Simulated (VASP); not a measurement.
Method: PBEsol GGA, VASP's PBE PAW potentials (set 64) (plane waves; VASP).

VASP input:

File POSCAR:
```
HgMg3Te4
1
    6.4596915854     0.0000000000     0.0000000000
    0.0000000000     6.4596915854     0.0000000000
    0.0000000000     0.0000000000     6.4596915854
Mg Te Hg
3 4 1
Direct
  0.0000000000   0.0000000000   0.0000000000
  0.5000000000   0.5000000000   0.0000000000
  0.5000000000   0.0000000000   0.5000000000
  0.2529245412   0.2470754588   0.2470754588
  0.7470754588   0.7529245412   0.2470754588
  0.7470754588   0.2470754588   0.7529245412
  0.2529245412   0.7529245412   0.7529245412
  0.0000000000   0.5000000000   0.5000000000
```

### KPOINTS
```
K-points
0
gamma
4 4 4
0 0 0
```

### INCAR
```
SYSTEM = HgMg3Te4
PREC = Accurate
ENCUT = 400
EDIFF = 1E-7
NELM = 100
ALGO = Normal
LREAL = .FALSE.
LASPH = .TRUE.
ISMEAR = -5
GGA = PS
LMAXMIX = 6
LWAVE = .FALSE.
LCHARG = .TRUE.
LORBIT = 11
NEDOS = 601
ISIF = 2
LEFG = .TRUE.
```

POTCAR, in this order: Mg Te Hg (PBE.64 set). Program: vasp_std.

What VASP printed:

### OUTCAR
```
 ion  position               nearest neighbor table
   1  0.000  0.000  0.000-   4 2.79   5 2.79   6 2.79   7 2.79
   2  0.500  0.500  0.000-   4 2.79   5 2.79   6 2.79   7 2.79
   3  0.500  0.000  0.500-   4 2.79   5 2.79   6 2.79   7 2.79
   4  0.253  0.247  0.247-   1 2.79   2 2.79   3 2.79   8 2.83
   5  0.747  0.753  0.247-   1 2.79   2 2.79   3 2.79   8 2.83
   6  0.747  0.247  0.753-   1 2.79   2 2.79   3 2.79   8 2.83
   7  0.253  0.753  0.753-   1 2.79   2 2.79   3 2.79   8 2.83
   8  0.000  0.500  0.500-   4 2.83   5 2.83   6 2.83   7 2.83
  LATTYP: Found a simple cubic cell.
 ALAT       =     6.4596915854
 Subroutine PRICEL returns:
 Original cell was already a primitive cell.
 Subroutine GETGRP returns: Found 24 space group operations
The static configuration has the point symmetry D_2d.
 The point group associated with its full space group is T_d .
The dynamic configuration has the point symmetry D_2d.
 Subroutine INISYM returns: Found 24 space group operations
 Subroutine IBZKPT returns following result:
 Found     10 irreducible k-points:

 Following reciprocal coordinates:
            Coordinates               Weight
  0.000000  0.000000  0.000000      1.000000
  0.250000  0.000000  0.000000      6.000000
  0.500000  0.000000  0.000000      3.000000
  0.250000  0.250000  0.000000     12.000000
  0.500000  0.250000  0.000000     12.000000
  0.500000  0.500000  0.000000      3.000000
  0.250000  0.250000  0.250000      8.000000
  0.500000  0.250000  0.250000     12.000000
  0.500000  0.500000  0.250000      6.000000
  0.500000  0.500000  0.500000      1.000000
   k-points           NKPTS =     10   k-points in BZ     NKDIM =     10   number of bands    NBANDS=     26
   number of dos      NEDOS =    601   number of ions     NIONS =      8
   total plane-waves  NPLWV =  74088
   dimension x,y,z NGX =    42 NGY =   42 NGZ =   42
   dimension x,y,z NGXF=    84 NGYF=   84 NGZF=   84
   ions per type =               3   4   1
   PREC   = accura    normal or accurate (medium, high low for compatibility)
...
```

File OSZICAR:
```
       N       E                     dE             d eps       ncg     rms          rms(c)
DAV:   1     0.189123942131E+03    0.18912E+03   -0.13728E+04   520   0.104E+03
DAV:   2    -0.114583001427E+02   -0.20058E+03   -0.19596E+03   656   0.201E+02
DAV:   3    -0.256577840575E+02   -0.14199E+02   -0.14162E+02   634   0.573E+01
DAV:   4    -0.259144136637E+02   -0.25663E+00   -0.25654E+00   710   0.776E+00
DAV:   5    -0.259167877376E+02   -0.23741E-02   -0.23738E-02   644   0.882E-01    0.797E+00
DAV:   6    -0.250615358105E+02    0.85525E+00   -0.18104E+00   542   0.115E+01    0.636E+00
DAV:   7    -0.249789640220E+02    0.82572E-01   -0.91806E-01   574   0.425E+00    0.313E+00
DAV:   8    -0.249771392873E+02    0.18247E-02   -0.58559E-02   578   0.213E+00    0.105E+00
DAV:   9    -0.249782957724E+02   -0.11565E-02   -0.71567E-03   624   0.835E-01    0.351E-01
DAV:  10    -0.249782141380E+02    0.81634E-04   -0.19055E-03   548   0.308E-01    0.870E-02
DAV:  11    -0.249783681533E+02   -0.15402E-03   -0.10973E-03   596   0.218E-01    0.603E-02
DAV:  12    -0.249783180311E+02    0.50122E-04   -0.23240E-04   582   0.131E-01    0.345E-02
DAV:  13    -0.249783219465E+02   -0.39154E-05   -0.34535E-05   590   0.271E-02    0.101E-02
DAV:  14    -0.249783229372E+02   -0.99071E-06   -0.30336E-06   590   0.117E-02    0.195E-03
DAV:  15    -0.249783232666E+02   -0.32940E-06   -0.33104E-07   566   0.317E-03    0.144E-03
DAV:  16    -0.249783232586E+02    0.79885E-08   -0.20782E-07   476   0.316E-03
   1 F= -.24978323E+02 E0= -.24978323E+02  d E =0.000000E+00
```

**OUTCAR**
```
------------------------ aborting loop because EDIFF is reached ----------------------------------------
  FORCE on cell =-STRESS in cart. coord.  units (eV):
  Direction    XX          YY          ZZ          XY          YZ          ZX
  --------------------------------------------------------------------------------------
  Total       -0.0527236     -0.0527236     -0.0527236      0.0000000      0.0000000     -0.0000000
  in kB       -0.3133865     -0.3133865     -0.3133865      0.0000000      0.0000000     -0.0000000
  external PRESSURE =      -0.3133865 kB  Pullay stress =       0.0000000 kB
  volume of cell :      269.55
      direct lattice vectors                 reciprocal lattice vectors
     6.459691585  0.000000000  0.000000000     0.154806152  0.000000000  0.000000000
     0.000000000  6.459691585  0.000000000     0.000000000  0.154806152  0.000000000
     0.000000000  0.000000000  6.459691585     0.000000000  0.000000000  0.154806152
 POSITION                                       TOTAL-FORCE (eV/Angst)
 -----------------------------------------------------------------------------------
      0.00000      0.00000      0.00000        -0.000000      0.000000     -0.000000
      3.22985      3.22985      0.00000        -0.000000      0.000000     -0.000000
      3.22985      0.00000      3.22985        -0.000000      0.000000     -0.000000
      1.63381      1.59603      1.59603         0.000219     -0.000219     -0.000219
      4.82588      4.86366      1.59603        -0.000219      0.000219     -0.000219
      4.82588      1.59603      4.86366        -0.000219     -0.000219      0.000219
      1.63381      4.86366      4.86366         0.000219      0.000219      0.000219
      0.00000      3.22985      3.22985        -0.000000      0.000000     -0.000000
 -----------------------------------------------------------------------------------
    total drift:                               -0.000000     -0.000000      0.000000
  FREE ENERGIE OF THE ION-ELECTRON SYSTEM (eV)
  ---------------------------------------------------
  free  energy   TOTEN  =       -24.9783232586 eV

  energy  without entropy=      -24.9783232586  energy(sigma->0) =      -24.97832326

 total charge

# of ion       s       p       d       tot
------------------------------------------
    1        0.175   0.130   0.024   0.330
    2        0.175   0.130   0.024   0.330
    3        0.175   0.130   0.024   0.330
    4        1.345   2.103   0.015   3.463
    5        1.345   2.103   0.015   3.463
    6        1.345   2.103   0.015   3.463
    7        1.345   2.103   0.015   3.463
    8        0.725   0.394   9.361  10.480
--------------------------------------------------
tot          6.631   9.196   9.494  25.321

 Electric field gradients after diagonalization (V/A^2)
 (convention: |V_zz| > |V_xx| > |V_yy|)
----------------------------------------------------------------------
 ion       V_xx      V_yy      V_zz     asymmetry (V_yy - V_xx)/ V_zz
----------------------------------------------------------------------
   1       0.546     0.546    -1.092       0.000
   2       0.546     0.546    -1.092       0.000
   3       0.546     0.546    -1.092       0.000
   4     -87.071   -87.071   174.142       0.000
   5     -87.071   -87.071   174.142       0.000
   6     -87.071   -87.071   174.142       0.000
   7     -87.071   -87.071   174.142       0.000
   8       0.000    -0.000    -0.000       0.949
```
(Selected blocks of OUTCAR.)

### OUTCAR
```
 val. band max:        2.0562213521   @ k =   0.0000   0.0000   0.0000

 cond. band min:       3.2099399375   @ k =   0.0000   0.0000   0.0000


 Fermi energy:         2.0753402759

 k-point     1 :       0.0000    0.0000    0.0000
  band No.  band energies     occupation
      1      -8.5916      2.00000
      2      -7.8040      2.00000
      3      -7.8040      2.00000
      4      -7.8040      2.00000
      5      -4.0032      2.00000
      6      -4.0032      2.00000
      7      -4.0032      2.00000
      8      -3.9849      2.00000
      9      -3.9849      2.00000
     10      -2.4695      2.00000
     11      -1.1472      2.00000
     12      -1.1472      2.00000
     13       0.5797      2.00000
     14       0.5797      2.00000
     15       0.5797      2.00000
     16       0.6178      2.00000
     17       0.6178      2.00000
     18       0.6178      2.00000
     19       2.0562      2.00000
     20       2.0562      2.00000
     21       2.0562      2.00000
     22       3.2099      0.00000
     23       4.6125      0.00000
     24       4.7337      0.00000
     25       4.7337      0.00000
     26       4.7337      0.00000

 k-point     2 :       0.2500    0.0000    0.0000
  band No.  band energies     occupation
      1      -8.4908      2.00000
      2      -7.9363      2.00000
      3      -7.8026      2.00000
      4      -7.8026      2.00000
      5      -4.0670      2.00000
      6      -3.9969      2.00000
      7      -3.9969      2.00000
      8      -3.9789      2.00000
      9      -3.9677      2.00000
     10      -2.2886      2.00000
     11      -1.0614      2.00000
     12      -0.8839      2.00000
     13       0.2589      2.00000
     14       0.3448      2.00000
     15       0.4383      2.00000
     16       0.4383      2.00000
     17       0.7586      2.00000
     18       0.7586      2.00000
     19       1.1264      2.00000
     20       1.7935      2.00000
     21       1.7935      2.00000
     22       4.1213      0.00000
...
```

Unless said otherwise, spin-orbit coupling is left out, though it shifts the bands of the heavy elements here.

The structure was generated: HgMg3Te4 was put into an ordered model structure (P-43m), which need not be its known phase. It was relaxed first.
